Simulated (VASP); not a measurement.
Input:

```
CELL_PARAMETERS angstrom
      5.92752     0.00000     0.00000
      0.00000     5.92752     0.00000
      0.00000     0.00000     5.92752
ATOMIC_POSITIONS crystal
  Cs 0.00000 0.00000 0.00000
  Pb 0.50000 0.50000 0.50000
  Br 0.50000 0.00000 0.50000
  Br 0.00000 0.50000 0.50000
  Br 0.50000 0.50000 0.00000
```

Method: PBE GGA with D4 dispersion, VASP's PBE PAW potentials (set 64) (plane waves; VASP). Settings: 520 eV cut-off, 4×4×4 Γ-centred mesh, tetrahedra with Blöchl corrections, potentials Cs_sv Pb_d Br.

The cores are frozen, which limits the accuracy of field gradients.

Task: Give the principal components of the electric field gradient (V/Å²) and the asymmetry η at each nucleus.

Result: 
| atom | Vxx | Vyy | Vzz | η |
|---|---|---|---|---|
| Cs1 | 0.0 | 0.0 | 0.0 | - |
| Pb2 | 0.0 | 0.0 | 0.0 | - |
| Br3 | -95.2 | -95.2 | 190.4 | 0.00 |
| Br4 | -95.2 | -95.2 | 190.4 | 0.00 |
| Br5 | -95.2 | -95.2 | 190.4 | 0.00 |

The compound is CsPbBr3 in the cubic perovskite structure, the ideal cubic form; the compound distorts at low or room temperature. It was relaxed first.
